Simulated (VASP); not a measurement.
Ga2GeSe2:

```xyz
5
Lattice="4.1972 0.0000 0.0000 -2.0986 3.6349 0.0000 0.0000 0.0000 8.3811" Properties=species:S:1:pos:R:3 pbc="T T T"
Ga    0.0000    2.4232    1.1595
Ga    0.0000    2.4232    7.2216
Ge    0.0000    0.0000    0.0000
Se    0.0000    0.0000    2.6747
Se    0.0000    0.0000    5.7064
```

The cell was built by a generator and needn't be a form met in nature.

- Program: VASP 6.6.1
- Task: relaxation of cell and atoms
- Functional: PBE
- Potentials or basis: VASP PAW PBE potentials, release 64 (Ga_d, Ge_d, Se)
- Cutoff: 520 eV
- k mesh: 4 × 4 × 2
- Occupations: gaussian, width 0.15 eV
- Spin: no spin polarisation

At the start: pressure 2.3 GPa; volume 25.57 Å³/atom.

Task: Where does the relaxation end?

Result: Over 13 steps the energy falls by 420.0 meV/atom and the volume is 23.76 Å³/atom (-7.1 %); space group P-6m2 (No. 187, to 0.05 Å).

Step by step:
| step | energy change (eV) | largest force (eV/Å) | pressure (GPa) | volume (Å³) |
| --- | --- | --- | --- | --- |
| 1 | 0.0000 | 2.8974 | 2.31 | 127.86 |
| 2 | -0.6313 | 1.2446 | -1.42 | 134.76 |
| 3 | -0.8301 | 1.0263 | -2.26 | 138.83 |
| 4 | -1.0269 | 0.5955 | -4.61 | 147.15 |
| 5 | -1.6899 | 0.3098 | -2.91 | 133.59 |
| 6 | -1.8068 | 1.2491 | 1.62 | 123.88 |
| 7 | -1.8216 | 0.9172 | -0.11 | 127.16 |
| 8 | -2.0339 | 0.6314 | 0.09 | 122.94 |
| 9 | -2.0407 | 0.6101 | -0.12 | 122.23 |
| 10 | -2.0830 | 0.1541 | -1.02 | 121.87 |
| 11 | -2.0873 | 0.0704 | -1.37 | 121.74 |
| 12 | -2.0958 | 0.0428 | 0.43 | 116.84 |
| 13 | -2.1000 | 0.0676 | -0.19 | 118.81 |

Final structure:
```yaml
crystal:
  lattice:
    - [3.74644, 0.00000, 0.00000]
    - [-1.87322, 3.24451, 0.00000]
    - [0.00000, 0.00000, 9.77453]
  atoms:
    - { symbol: Ga, position: [0.33333, 0.66667, 0.19908] }
    - { symbol: Ga, position: [0.33333, 0.66667, 0.80092] }
    - { symbol: Ge, position: [0.00000, 0.00000, 0.00000] }
    - { symbol: Se, position: [0.00000, 0.00000, 0.33576] }
    - { symbol: Se, position: [0.00000, 0.00000, 0.66424] }
```

Caveat: the k mesh is coarse (spacing up to 0.43 Å⁻¹), so the values aren't converged; this functional lacks dispersion, which binds the layers, so the pressure and a relaxed spacing across them are unreliable.
